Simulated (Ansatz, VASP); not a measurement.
# Cross-check of Pt (Pt(111) film of 5 layers) between VASP and Ansatz

Wanted: the spread between two codes on one cell, functional and k mesh. The structure shown is the start of the Ansatz relaxation below; VASP solves that cell, so the two are compared at the walk's first step.

Program: Ansatz 0.2.0. Level of theory: plane waves, with VASP 6.6.1 beside it; single point at PBE. Results are calculated unless marked as measured.

## (1) The starting structure

The cell holds 5 atoms: 5 Pt. Its edges and angles: a = 2.772 Å, b = 2.772 Å, c = 41.906 Å, α = 90.0°, β = 90.0°, γ = 120.0°. It derives from Pt. Vacuum lies along c. The height across the vacuum is the one that the program set for its solve, not the one typed.

## (2) Ansatz: relaxation, PBE

Ansatz runs on its PAW soft_1 files.

The two programs are compared at the cell with which this relaxation starts, whose forces are those of its first step.

File input.yaml:

```yaml
crystal:
  lattice:
    - [2.77186, 0.0, 0.0]
    - [-1.38593, 2.4005, 0.0]
    - [0.0, 0.0, 20.05285]
  atoms:
    - { symbol: Pt, position: [0.0, 0.0, 0.2742752] }
    - { symbol: Pt, position: [0.33333333, 0.66666667, 0.3871376] }
    - { symbol: Pt, position: [0.66666667, 0.33333333, 0.5] }
    - { symbol: Pt, position: [0.0, 0.0, 0.6128624] }
    - { symbol: Pt, position: [0.33333333, 0.66666667, 0.7257248] }
  periodic: [true, true, false]
kpoints:
  mp_grid: { grid: [12, 12, 1] }
hamiltonian:
  xc: pbe
  pseudopotentials: { kind: paw, azcp: { folder: soft_1 } }
scf:
  occupations: { method: gaussian, width: 0.1 }
output:
  forces: true
  stress: true
  eigenvalues: true
relax:
  adjacent_minimum: "off"
  f_tol: 0.005
  max_steps: 80
  cell: { stress_2d_tol: 0.02 }
```

Run with:

```console
$ ansatz run input.yaml --threads 8 --pin off --max-ram 20480MiB --backend cpu --events-out ev --progress --plain --runs-dir out
```

Numbers of over 12 decimals in the logs are rounded to 6 here.

Output:

```text
Warning: crystal.periodic: the lattice vector that does not repeat stood 0.000° off the slab's normal, 20.053 Å along it as the deck builds it. The run solves the slab on a vector along the normal, 41.906 Å long, with every atom where it was (on the deck's vector they left 11.00 Å outside them, and the widest stretch free of ions among them is 2.26 Å). A fractional position that the run reports is one of the run's ce [...]
crystal.periodic: the lattice vector that does not repeat stood 0.000° off the slab's normal, 20.053 Å along it as the deck builds it. The run solves the slab on a vector along the normal, 41.906 Å long, with every atom where it was (on the deck's vector they left 11.00 Å outside them, and the widest stretch free of ions among them is 2.26 Å). A fractional position that the run reports is one of the run's cell, which [...]
Engine: ansatz 0.2.0, aarch64-unknown-linux-gnu
Pseudopotentials: kind: paw
Pseudopotential: Pt, paw, valence charge 18, recommended cutoff 420 eV (normal), soft_1/Pt.paw.azcp
Functional definition: PBE
  parameter kappa = 0.804
  parameter beta = 0.066725
  exchange = pbe_x(kappa = kappa, mu = beta*pi^2/3)
  correlation = pbe_c(beta = beta)
Crystal: 5 atoms, lattice volume = 278.834 Å³
Basis set: ecut = 420 eV, 5481 PW (Γ), exchange–correlation on 40×40×576 points (8 copies of the dense FFT grid, shifted against one another)
Bands: 54, of which v1, the nominal top of the filled ones, is band 45 counted from 1 (44 counted from 0)
Symmetry: 12 space group operations
Space group: P-3m1 (ITA 164), of the structure as read, at distance tolerance 6.5e-5 Å
k-points: 19 of 144
Non-local potential: Pt, projectors of the file, l = 0: 3, l = 1: 2, l = 2: 2, l = 3: 1
PAW form: soft (Blöchl's): semilocal exchange-correlation on the pseudo side does not see the compensation charge
PAW one-centre angular grid: Pt, 590 points (default); XC on 64 Gauss nodes
Initial density: superposition of atomic densities (neutral atoms: chi_scale 0, normalization atom)
Initial wavefunctions: pseudopotential atomic-orbital guess
Functional: x = pbe(κ = 0.804, μ = 0.219515), c = pbe(β = 0.066725)
SCF iter   1: F=—  HF=-62624.047693 eV  |F-HF|=—  |Δ(HF+E_count)|=         —  Δρ=4.73e-2  dr2=8.93e0  ethr=3.10e-3  ⟨swp⟩=16.7  Hψ=7755  notcnv=0  defer=9
preconditioner: auto → LDOS  [metal: Δε(μ)=0.033 eV  Ē_g=7.433 eV  σ=0.100 eV  W_gap=0.19  n_scr=30 (ndim 8)  ℏωp=15.7 eV  f_vac=0.694  D(μ)=9.21/eV (n_scr^D=32)  β→1.0]
SCF iter   2: F=—  HF=-62623.700678 eV  |F-HF|=—  |Δ(HF+E_count)|=   3.47e-1  Δρ=3.83e-2  dr2=6.01e0  ethr=3.10e-3  ⟨swp⟩=3.4  Hψ=2851  notcnv=0  defer=46
[...]
Crystal: 5 atoms, lattice volume = 273.070 Å³
iter 1 solved again at ethr=1.44e-8 eV; its pass at ethr=3.10e-3 eV (dr2=1.30e-5 eV) is discarded
SCF iter   1: F=—  HF=-62622.391868 eV  |F-HF|=—  |Δ(HF+E_count)|=         —  Δρ=6.39e-5  dr2=1.38e-5  ethr=1.44e-8  ⟨swp⟩=5.3  Hψ=6261  notcnv=0
preconditioner: auto → LDOS  [metal: Δε(μ)=0.003 eV  Ē_g=7.547 eV  σ=0.100 eV  W_gap=0.02  n_scr=30 (ndim 8)  ℏωp=15.9 eV  f_vac=0.686  D(μ)=10.87/eV (n_scr^D=76)  β→1.0]
SCF iter   2: F=—  HF=-62622.391864 eV  |F-HF|=—  |Δ(HF+E_count)|=   4.64e-6  Δρ=3.26e-5  dr2=5.04e-6  ethr=1.44e-8  ⟨swp⟩=3.0  Hψ=1951  notcnv=0
SCF iter   3: F=—  HF=-62622.392225 eV  |F-HF|=—  |Δ(HF+E_count)|=   3.62e-4  Δρ=7.70e-6  dr2=1.03e-6  ethr=5.60e-9  ⟨swp⟩=3.4  Hψ=2059  notcnv=0
SCF iter   4: F=—  HF=-62622.392226 eV  |F-HF|=—  |Δ(HF+E_count)|=   4.29e-8  Δρ=3.62e-6  dr2=3.36e-7  ethr=1.14e-9  ⟨swp⟩=2.7  Hψ=1816  notcnv=0
SCF iter   5: F=—  HF=-62622.392226 eV  |F-HF|=—  |Δ(HF+E_count)|=  5.89e-10  Δρ=2.06e-6  dr2=8.81e-8  ethr=3.73e-10  ⟨swp⟩=2.2  Hψ=1439  notcnv=0
SCF iter   6: F=-62622.392226 eV  HF=-62622.392226 eV  |F-HF|=1.91e-9  |Δ(HF+E_count)|=   1.68e-8  Δρ=9.91e-7  dr2=4.88e-9  ethr=1.12e-11  ⟨swp⟩=9.8  Hψ=6936  notcnv=0
SCF 6 converged in 6 iterations: F = -62622.392226 eV  dr2 = 4.88e-9
relax step   6: F+E_penalty+E_count = -62622.39222555 eV  Δ(F+E_penalty+E_count) = -1.725e-6 eV  max|allowed force component| = 1.707e-4 eV/Å  Δτ_max = 0.0008 Å  P = +0.001 N/m  Ω = 273.070 Å³  energy of the carried Pulay correction = +8.382e-4 eV  fix = [c, alpha, beta]  reactions: c +0.000 N/m  (6 SCF iters, dr2 threshold 1.00e-8 eV, accepted)
Initial wavefunctions: pseudopotential atomic-orbital guess (no wavefunctions were taken with the density)
iter 1 solved again at ethr=7.63e-8 eV; its pass at ethr=3.10e-3 eV (dr2=6.87e-5 eV) is discarded
SCF iter   1: F=—  HF=-62622.390978 eV  |F-HF|=—  |Δ(HF+E_count)|=         —  Δρ=3.63e-5  dr2=6.39e-7  ethr=7.63e-8  ⟨swp⟩=7.8  Hψ=13511  notcnv=0
SCF iter   2: F=—  HF=-62622.391322 eV  |F-HF|=—  |Δ(HF+E_count)|=   3.44e-4  Δρ=8.59e-6  dr2=1.43e-7  ethr=7.10e-10  ⟨swp⟩=4.4  Hψ=3171  notcnv=0
SCF iter   3: F=—  HF=-62622.391322 eV  |F-HF|=—  |Δ(HF+E_count)|=   3.68e-8  Δρ=2.95e-6  dr2=2.23e-8  ethr=1.59e-10  ⟨swp⟩=3.1  Hψ=2370  notcnv=0
SCF iter   4: F=—  HF=-62622.391322 eV  |F-HF|=—  |Δ(HF+E_count)|=   1.83e-9  Δρ=5.23e-7  dr2=2.54e-9  ethr=2.48e-11  ⟨swp⟩=3.2  Hψ=2256  notcnv=0
SCF iter   5: F=—  HF=-62622.391322 eV  |F-HF|=—  |Δ(HF+E_count)|=  9.60e-10  Δρ=2.47e-7  dr2=8.38e-10  ethr=2.82e-12  ⟨swp⟩=3.2  Hψ=2109  notcnv=0
SCF iter   6: F=—  HF=-62622.391322 eV  |F-HF|=—  |Δ(HF+E_count)|=  5.38e-10  Δρ=1.57e-7  dr2=4.74e-10  ethr=1.00e-12  ⟨swp⟩=3.2  Hψ=1867  notcnv=0
SCF iter   7: F=—  HF=-62622.391322 eV  |F-HF|=—  |Δ(HF+E_count)|=  9.31e-10  Δρ=6.00e-8  dr2=8.95e-11  ethr=1.00e-12  ⟨swp⟩=1.6  Hψ=1228  notcnv=0
SCF iter   8: F=—  HF=-62622.391322 eV  |F-HF|=—  |Δ(HF+E_count)|=  1.16e-10  Δρ=2.47e-8  dr2=5.68e-12  ethr=1.00e-12  ⟨swp⟩=1.4  Hψ=1233  notcnv=0
SCF iter   9: F=—  HF=-62622.391322 eV  |F-HF|=—  |Δ(HF+E_count)|=  9.46e-11  Δρ=3.15e-8  dr2=7.95e-12  ethr=1.00e-12  ⟨swp⟩=15.6  Hψ=7551  notcnv=0
SCF iter  10: F=-62622.391322 eV  HF=-62622.391322 eV  |F-HF|=4.73e-10  |Δ(HF+E_count)|=  1.46e-11  Δρ=5.69e-9  dr2=1.87e-13  ethr=1.00e-12  ⟨swp⟩=8.6  Hψ=6428  notcnv=0
SCF 7 converged in 10 iterations: F = -62622.391322 eV  dr2 = 1.87e-13
relax step   7: F+E_penalty+E_count = -62622.39132194 eV  Δ(F+E_penalty+E_count) = +9.036e-4 eV  max|allowed force component| = 2.475e-4 eV/Å  Δτ_max = 0.0000 Å  P = +0.017 N/m  Ω = 273.070 Å³  fix = [c, alpha, beta]  reactions: c +0.000 N/m  stress off target by 1.68e-2 N/m on what of the cell is left free  SCF on the basis re-selected at this cell (its energy is not comparable with the rows above)  (10 SCF iters)
basis re-selected at this cell: Δ(F+E_penalty+E_count) = +9.036e-4 eV, ΔP = +0.016 N/m vs the last step (what re-selecting the basis moved, of the pressure what is left beyond the Pulay correction that the steps carried, after the strain that the cell walked since its last selection, with what the two solves' SCF thresholds leave and, on support functions, any second-order correction that the steps lacked; it is no m [...]
SCF converged after 10 iterations
Free energy (F): -62622.391322 eV
Harris-Foulkes:  -62622.391322 eV  (|F-HF|=4.73e-10)
Internal energy: -62622.336965 eV  (E = F + TS)
E sigma→0 (E₀):  -62622.364143 eV
Entropy (-TS):   -0.054357 eV (-10.871 meV/atom)
Fermi energy:    -5.790211 eV
--- Per-component energies (eV) ---
  E_band       = -3238.832374
  E_kinetic    = 2980.863877
  E_local      = -750621.643649  (includes V_loc(G=0)·N_el)
  E_nonlocal   = 1019.086554
  E_hartree    = 373161.950149
  E_xc         = -1159.234729
  E_vxc        = -1353.525820  (∫ρ·V_xc dr)
  E_paw        = -47419.095194  (= ΣΔE_a)
  E_vpaw       = -1587.519301  (= ΣTr[D̂ρ^β])
  E_aug_tail   = 0.005711  (compensation charges beyond the density's cutoff)
  E_ewald      = 359415.730316
  E_smearing   = -0.054357  (= −TS)
  E_closure    = -0.000000  (closes the sum)
  Σ components = -62622.391322   (vs F -62622.391322, Δ=0.00e0)
--- Forces (eV/Å), atoms counted from 1 ---
  atom   1  Pt    -0.00000000     0.00000000    -0.00024755
  atom   2  Pt    -0.00000000     0.00000000    -0.00007597
  atom   3  Pt     0.00000000    -0.00000000     0.00000000
  atom   4  Pt    -0.00000000    -0.00000000     0.00007597
  atom   5  Pt     0.00000000    -0.00000000     0.00024755
  max |Σ_I F_I| component: 4.63e-18 eV/Å
--- 2D stress c σ (N/m, compression-positive) ---
        0.016755       0.000000      -0.000000
        0.000000       0.016755      -0.000000
       -0.000000      -0.000000       0.000000
  P = ½ c Tr σ = 0.0168 N/m
--- Band table (eV; the first three rows and the last of 19) ---
  k-point 0: bands = [... 41 lower, -7.0242, -7.0242, -6.5457, -6.5457, -6.0271, -6.0013, -6.0013, -5.7918, ... 5 higher]
  k-point 1: bands = [... 41 lower, -7.0484, -7.0395, -6.8985, -6.7017, -6.5600, -6.1291, -6.0100, -5.7864, ... 5 higher]
  k-point 2: bands = [... 41 lower, -7.5891, -7.3823, -7.1061, -6.6624, -6.6072, -6.0404, -5.7761, -5.5238, ... 5 higher]
  k-point 18: bands = [... 41 lower, -6.3293, -6.1414, -6.0339, -6.0339, -0.7503, -0.7503, -0.7046, -0.0233, ... 5 higher]
  ° read free of the cell's end (the report's vacuum.weakly_bound_levels)
--- Relaxed structure (6 steps of the walk, 6 accepted, 1 SCFs on fresh bases) ---
  F+E_penalty+E_count = -62622.39132194 eV   max|allowed force component| = 2.475e-4 eV/Å   (the final SCF, on the basis selected at the relaxed cell)
  cell:  # Å, volume = 273.0705 Å³
    - [2.743061, 0, 0]
    - [-1.371531, 2.375561, 0]
    - [0, 0, 41.905702]
  atoms:
    - { symbol: Pt, position: [3.457663921741106e-17, 9.992007308480375e-18, 0.126805] }
    - { symbol: Pt, position: [0.333333, 0.666667, 0.183375] }
    - { symbol: Pt, position: [0.666667, 0.333333, 0.239262] }
    - { symbol: Pt, position: [2.7503042592267437e-17, 9.992007308480375e-18, 0.295148] }
    - { symbol: Pt, position: [0.333333, 0.666667, 0.351718] }
```

## (3) VASP: single point, PBE, start cell

The same cell, functional, mesh and smearing now go to VASP, with its own data sets.

Lines of VASP's logs that name or quote its potential files are left out, and so is its time.

File INCAR:

```
SYSTEM = Pt
PREC = Accurate
ENCUT = 400
EDIFF = 1E-06
NELM = 120
ISMEAR = 0
SIGMA = 0.1
LREAL = .FALSE.
ALGO = Normal
GGA = PE
NBANDS = 31
LASPH = .TRUE.
LORBIT = 11
LWAVE = .FALSE.
LCHARG = .FALSE.
ISIF = 2
LDIPOL = .TRUE.
IDIPOL = 3
DIPOL = 0.5 0.5 0.239
LVHAR = .TRUE.
GGA_COMPAT = .FALSE.
NELMDL = -8
KPAR = 2
```

File POSCAR:

```
Pt
1.0
    2.7718590000      0.0000000000      0.0000000000
   -1.3859300000      2.4005010000      0.0000000000
    0.0000000000      0.0000000000     41.9057020000
Pt
5
Direct
    0.0000000000      0.0000000000      0.1312470317
    0.3333334536      0.6666666667      0.1852543122
    0.6666669072      0.3333333333      0.2392615926
    0.0000000000      0.0000000000      0.2932688731
    0.3333334536      0.6666666667      0.3472761535
```

File KPOINTS:

```
Automatic mesh
0
Gamma
12 12 1
0 0 0
```

Potentials, in the order of the species: Pt (PBE family, release 64).

Run with:

```console
$ mpirun -np 2 vasp_std
```

Output:

```text
[banner, memory and clock lines left out]
running    2 mpi-ranks, on    1 nodes
 distrk:  each k-point on    1 cores,    2 groups
 distr:  one band on    1 cores,    1 groups

 POSCAR found type information on POSCAR Pt
 POSCAR found :  1 types and       5 ions
 LDA part: xc-table for (Slater+PW92), standard interpolation
 POSCAR, INCAR and KPOINTS ok, starting setup
 FFT: planning ... GRIDC
 FFT: planning ... GRID_SOFT
 FFT: planning ... GRID
 WAVECAR not read
 entering main loop
       N       E                     dE             d eps       ncg     rms          rms(c)
DAV:   1     0.327081344758E+03    0.32708E+03   -0.18114E+04  1202   0.107E+03
DAV:   2    -0.930701552129E+01   -0.33639E+03   -0.32094E+03  1622   0.242E+02
DAV:   3    -0.304813238463E+02   -0.21174E+02   -0.19207E+02  1419   0.599E+01
DAV:   4    -0.311858074740E+02   -0.70448E+00   -0.65762E+00  1502   0.106E+01
DAV:   5    -0.312143751188E+02   -0.28568E-01   -0.28442E-01  1482   0.176E+00
DAV:   6    -0.312155940785E+02   -0.12190E-02   -0.12188E-02  1658   0.326E-01
DAV:   7    -0.312156222923E+02   -0.28214E-04   -0.28214E-04  1495   0.482E-02
DAV:   8    -0.312156235730E+02   -0.12806E-05   -0.12807E-05  1304   0.885E-03    0.258E+01
DAV:   9    -0.309363351641E+02    0.27929E+00   -0.11626E+01  1319   0.229E+01    0.216E+01
DAV:  10    -0.416223275033E+02   -0.10686E+02   -0.51045E+01  1372   0.643E+01    0.294E+01
DAV:  11    -0.338167791969E+02    0.78055E+01   -0.24045E+01  1326   0.257E+01    0.167E+01
DAV:  12    -0.311481604672E+02    0.26686E+01   -0.19470E+01  1326   0.305E+01    0.137E+01
DAV:  13    -0.296089769419E+02    0.15392E+01   -0.11147E+01  1342   0.217E+01    0.676E+00
DAV:  14    -0.294176065970E+02    0.19137E+00   -0.30704E+00  1373   0.125E+01    0.432E+00
DAV:  15    -0.293833644635E+02    0.34242E-01   -0.73137E-02  1352   0.163E+00    0.348E+00
DAV:  16    -0.293382362423E+02    0.45128E-01   -0.25208E-02  1423   0.122E+00    0.252E+00
DAV:  17    -0.292851562447E+02    0.53080E-01   -0.17432E-01  1283   0.317E+00    0.303E-01
DAV:  18    -0.292859248400E+02   -0.76860E-03   -0.97212E-03  1318   0.709E-01    0.297E-01
DAV:  19    -0.292853667054E+02    0.55813E-03   -0.92973E-04  1430   0.218E-01    0.173E-01
DAV:  20    -0.292851457178E+02    0.22099E-03   -0.45292E-04  1349   0.141E-01    0.549E-02
DAV:  21    -0.292851296700E+02    0.16048E-04   -0.42274E-05  1466   0.387E-02    0.492E-02
DAV:  22    -0.292851293384E+02    0.33158E-06   -0.46263E-06  1042   0.130E-02
   1 F= -.29285129E+02 E0= -.29258901E+02  d E =-.524565E-01
```

Parts of OUTCAR (step 3):

```text
ion  position               nearest neighbor table
   1  0.000  0.000  0.131-   2 2.77   2 2.77   2 2.77
   2  0.333  0.667  0.185-   3 2.77   1 2.77   3 2.77   1 2.77   3 2.77   1 2.77
   3  0.667  0.333  0.239-   2 2.77   4 2.77   2 2.77   4 2.77   2 2.77   4 2.77
   4  0.000  0.000  0.293-   5 2.77   3 2.77   5 2.77   3 2.77   5 2.77   3 2.77
   5  0.333  0.667  0.347-   4 2.77   4 2.77   4 2.77

  LATTYP: Found a hexagonal cell.
 ALAT       =     2.7718590000
 C/A-ratio  =    15.1182661167

 Subroutine GETGRP returns: Found 12 space group operations
 (whereof  6 operations were pure point group operations)

The static configuration has the point symmetry C_3v.
 The point group associated with its full space group is D_3d.

 Found     19 irreducible k-points:

   k-points           NKPTS =     19   k-points in BZ     NKDIM =     19   number of bands    NBANDS=     31

   dimension x,y,z NGX =    18 NGY =   18 NGZ =  280
   dimension x,y,z NGXF=    36 NGYF=   36 NGZF=  560

   ENCUT  =  400.0 eV  29.40 Ry    5.42 a.u.   4.52  4.52 68.34*2*pi/ulx,y,z

   NELECT =      50.0000    total number of electrons

 k-points in reciprocal lattice and weights: Automatic mesh
   0.00000000  0.00000000  0.00000000       0.007
   0.08333333 -0.00000000  0.00000000       0.042
   0.16666667  0.00000000  0.00000000       0.042
   0.25000000  0.00000000  0.00000000       0.042
   0.33333333  0.00000000  0.00000000       0.042
   0.41666667  0.00000000  0.00000000       0.042
   0.50000000  0.00000000  0.00000000       0.021
   0.08333333  0.08333333  0.00000000       0.042
   0.16666667  0.08333333  0.00000000       0.083
[...]
0.33333333  0.25000000  0.00000000       0.083
   0.33333333  0.33333333  0.00000000       0.014

 dipolmoment           0.000000      0.000000     -0.000037 electrons x Angstroem

 average (electrostatic) potential at core
       1 -74.8196       2 -75.2867       3 -75.3833       4 -75.2868       5 -74.8198

 E-fermi :  -1.1446

 k-point     1 :       0.0000    0.0000    0.0000
  band No.  band energies     occupation
    ...
     26      -1.4747      2.00000
     27      -1.4747      2.00000
     28      -1.3356      1.99309
     29      -1.1445      0.99900
     30      -1.1445      0.99899
     31      -0.6507      0.00000

 k-point     2 :       0.0833   -0.0000    0.0000
  band No.  band energies     occupation
    ...
     25      -2.1399      2.00000
     26      -2.0965      2.00000
     27      -1.5493      2.00000
     28      -1.4708      2.00000
     29      -1.1300      0.83677
     30      -0.3300      0.00000
     31       0.5430      0.00000

 k-point     3 :       0.1667    0.0000    0.0000
  band No.  band energies     occupation
    ...
     23      -2.7574      2.00000
     24      -2.5789      2.00000
     25      -2.1317      2.00000
     26      -2.0588      2.00000
     27      -1.4688      2.00000
     28      -1.0951      0.48427
     29      -0.8572      0.00005
     30       0.7628      0.00000
     31       2.0990      0.00000

  Total        0.0596474      0.0596474      3.4785964     -0.0000000      0.0000000      0.0000000
  in kB        0.3427328      0.3427330     19.9879605     -0.0000001      0.0000000      0.0000000
  external PRESSURE =       6.8911421 kB  Pullay stress =       0.0000000 kB

  energy-cutoff  :      400.00
  volume of cell :      278.83
      direct lattice vectors                 reciprocal lattice vectors
     2.771859000  0.000000000  0.000000000     0.360768712  0.208289928  0.000000000
    -1.385930000  2.400501000  0.000000000     0.000000000  0.416579706  0.000000000
     0.000000000  0.000000000 41.905702000     0.000000000  0.000000000  0.023863101

 POSITION                                       TOTAL-FORCE (eV/Angst)
 -----------------------------------------------------------------------------------
      0.00000      0.00000      5.50000        -0.000000     -0.000000     -0.526892
     -0.00000      1.60033      7.76321         0.000000      0.000000      0.268821
      1.38593      0.80017     10.02642        -0.000000     -0.000000      0.000000
      0.00000      0.00000     12.28964        -0.000000     -0.000000     -0.268821
     -0.00000      1.60033     14.55285         0.000000     -0.000000      0.526892
 -----------------------------------------------------------------------------------
    total drift:                               -0.000269     -0.000000     -0.001219

  FREE ENERGIE OF THE ION-ELECTRON SYSTEM (eV)
  ---------------------------------------------------
  free  energy   TOTEN  =       -29.2851293384 eV

  energy  without entropy=      -29.2326728238  energy(sigma->0) =      -29.25890108

 vacuum level on the upper side and lower side of the slab         4.567         4.568

 total charge
# of ion       s       p       d       tot
------------------------------------------
    1        0.639   0.473   8.019   9.131
    2        0.631   0.605   8.044   9.279
    3        0.640   0.615   8.035   9.291
    4        0.631   0.605   8.044   9.279
    5        0.639   0.473   8.019   9.131
--------------------------------------------------
tot          3.180   2.771  40.160  46.111

[... 3 further parts left out ...]
```

The run ends at a pressure of 0.69 GPa, with forces up to 0.53 eV/Å.

## (4) Comparison

Known differences besides the potentials themselves: Ansatz cuts the interaction across the vacuum, VASP repeats the sheet with a dipole correction; the data sets hold 90 valence electrons in Ansatz (on its PAW soft_1 files) and 50 in VASP; the cutoff is 420 eV in Ansatz and 400 eV in VASP. Total energies have different zeros and are not compared.

Forces (eV/Å; atoms numbered as in POSCAR):

```tsv
atom	Ansatz x, y, z	VASP x, y, z
Pt1	0.000, 0.000, -0.544	0.000, 0.000, -0.527
Pt2	0.000, 0.000, 0.268	0.000, 0.000, 0.269
Pt3	0.000, 0.000, 0.000	0.000, 0.000, 0.000
Pt4	0.000, 0.000, -0.268	0.000, 0.000, -0.269
Pt5	0.000, 0.000, 0.544	0.000, 0.000, 0.527
```

The forces differ by 6.4 meV/Å r.m.s., which is 3.0 % of the r.m.s. force of 0.216 eV/Å (both taken over all components). VASP's last cycles still show a density residual of 5e-03, so its state may not be settled. With vacuum in the cell, a pressure given here is an average over mostly empty space and none of the material.

## (5) What came out

```yaml
r_m_s_force_difference_single_point_pbe_start_cell: 3.0 % of the r.m.s. force
```

What this shows: The r.m.s. force difference is 3.0 % of the r.m.s. force (single point, PBE, start cell), at about the 3 % picked in this series as the mark of a large difference. The data sets hold unlike numbers of valence electrons (90 in Ansatz and 50 in VASP), so part of the differences comes from the potentials. 1 further run of this series is not shown here. How closely two codes agree says nothing of how well the functional describes the real material.

[Lines on the potential files, build, host, timing and source positions are cut from VASP's logs without a mark.]

[Logs are printed without paths, hosts, clocks, repeated set-up lines and the standing remarks that a program may print on its own settings, such as how far it seeks lower states.]

[Hosts, paths, dates, database ids (printed as entryN), source tags and the programs' standing remarks are cut or masked in the printed files.]
